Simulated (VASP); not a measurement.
Here is the system:

```xyz
4
Lattice="3.0954 0.0000 0.0000 -1.5477 2.6807 0.0000 0.0000 0.0000 4.8321" Properties=species:S:1:pos:R:3 pbc="T T T"
Li     0.0000     1.7871     4.7998
Li     1.5477     0.8936     2.3838
F      0.0000     1.7871     1.8443
F      1.5477     0.8936     4.2604
```

Level of theory: PBEsol GGA, VASP's PBE PAW potentials (set 64) (plane waves; VASP). Settings: 520 eV cut-off, Gaussian smearing of 0.050 eV, potentials Li_sv F.

Predict the band gap (along the path) with the smallest direct gap where there is one.

```json
{
 "band gap (along the path)": "7.58 eV",
 "smallest direct gap (along the path)": "7.58 eV"
}
```

Total energies compare only between runs with the same potentials, cut-off and functional.

The structure was generated: LiF was put into the wurtzite type (P6_3mc), which need not be its known phase. It was relaxed first.
